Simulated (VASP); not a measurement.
These are PBE GGA, VASP's PBE PAW potentials (set 64) (plane waves; VASP 6.6.1) values and carry that method's errors.

VASP ran on this input.

INCAR:
```
SYSTEM = InAs
PREC = Accurate
ENCUT = 400
EDIFF = 1E-6
NELM = 100
ALGO = Normal
LREAL = .FALSE.
LASPH = .TRUE.
ISMEAR = 1
SIGMA = 0.1
GGA = PE
LMAXMIX = 4
LWAVE = .FALSE.
LCHARG = .FALSE.
IBRION = 2
ISIF = 3
NSW = 60
EDIFFG = -0.01
```

File KPOINTS:
```
Automatic mesh
0
gamma
9 9 9
0 0 0
```

POSCAR:
```
InAs
1
   -0.0000000000     3.0929167403     3.0929167403
    3.0929167403     0.0000000000     3.0929167403
    3.0929167403     3.0929167403    -0.0000000000
In As
1 1
Direct
  0.0000000000   0.0000000000   0.0000000000
  0.2500000000   0.2500000000   0.2500000000
```

POTCAR, in this order: In_d As (PBE.64 set). Program: vasp_std.

Unless said otherwise, spin-orbit coupling is left out, though it shifts the bands of the heavy elements here.

Problem. What does the run give for the energy per atom (σ→0), band gap (on the k-mesh)?

Solution. 
| Property | Value |
|---|---|
| energy per atom (σ→0) | -3.859 eV/atom |
| band gap (on the k-mesh) | none (metal, semimetal or under 0.01 eV) |

OSZICAR:
```
...
DAV:   7    -0.771599412542E+01    0.18997E-01   -0.12617E-01  1262   0.326E+00    0.691E-01
DAV:   8    -0.771717640272E+01   -0.11823E-02   -0.12116E-02  1060   0.157E+00    0.175E-01
DAV:   9    -0.771784007024E+01   -0.66367E-03   -0.12105E-03  1120   0.433E-01    0.108E-01
DAV:  10    -0.771796451089E+01   -0.12444E-03   -0.17498E-04  1157   0.168E-01    0.696E-02
DAV:  11    -0.771800865853E+01   -0.44148E-04   -0.16137E-04   980   0.138E-01    0.576E-02
DAV:  12    -0.771801101351E+01   -0.23550E-05   -0.12244E-05   960   0.286E-02    0.147E-02
DAV:  13    -0.771801130835E+01   -0.29484E-06   -0.22027E-06  1090   0.952E-03
   1 F= -.77180113E+01 E0= -.77181197E+01  d E =-.771801E+01
```

The compound is InAs in the zinc blende structure. It was relaxed first, which changed the volume by +6 %. The start is the result of an earlier pass.
